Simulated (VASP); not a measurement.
An input for Ansatz (written as the equivalent of a VASP run, and not itself run):

Ansatz 0.2 input:
```yaml
crystal:
  lattice:
    - [3.7926978, 0.0000000, 0.0000000]
    - [0.0000000, 3.7926978, 0.0000000]
    - [0.0000000, 0.0000000, 3.7926978]
  atoms:
    - { symbol: Cs, position: [0.0000000, 0.0000000, 0.0000000] }
    - { symbol: Cl, position: [0.5000000, 0.5000000, 0.5000000] }
kpoints:
  mp_grid: { grid: [7, 7, 7] }
hamiltonian:
  xc: pbe
  pseudopotentials: { kind: paw }
scf:
  occupations: { method: gaussian, width: 0.05 }
  max_iter: 100
relax:
  max_steps: 40
  f_tol: 0.02
  cell: { p_target: 20 }
output: { forces: true, stress: true, eigenvalues: true }
```

### Question
Write the VASP files for the same calculation (PBE).

### Answer
One answer among several that fit: 
KPOINTS:
```
Automatic mesh
0
Gamma
7 7 7
0 0 0
```

INCAR:
```
# general
SYSTEM  = CsCl
PREC    = Accurate
ENCUT   = 500
LREAL   = .FALSE.
LASPH   = .TRUE.

# electronic loop
EDIFF   = 1E-6
NELM    = 100
ALGO    = Normal
LMAXMIX = 4

# smearing
ISMEAR  = 0
SIGMA   = 0.05

# functional
GGA     = PE

# ions
IBRION  = 2
NSW     = 40
ISIF    = 3
EDIFFG  = -0.02
PSTRESS = 200

# output
LWAVE   = .FALSE.
LCHARG  = .FALSE.
```

POSCAR:
```
CsCl
1
    3.7926978036     0.0000000000     0.0000000000
    0.0000000000     3.7926978036     0.0000000000
    0.0000000000     0.0000000000     3.7926978036
Cs Cl
1 1
Direct
  0.0000000000   0.0000000000   0.0000000000
  0.5000000000   0.5000000000   0.5000000000
```

POTCAR, in this order: Cs_sv Cl (PBE.64 set). Program: vasp_std.

The two are equivalent in intent, not identical: each code has its own PAW files, so the cut-off isn't converted (ENCUT is set for VASP's; basis.ecutwfc is left out, and Ansatz then takes the one that its files recommend); Ansatz stops its SCF on the density residual and VASP on the energy change (EDIFF).

The compound is CsCl in the CsCl type structure. This run relaxes it under an external pressure of 20 GPa. Symmetry was kept, so distortions that lower it aren't found.
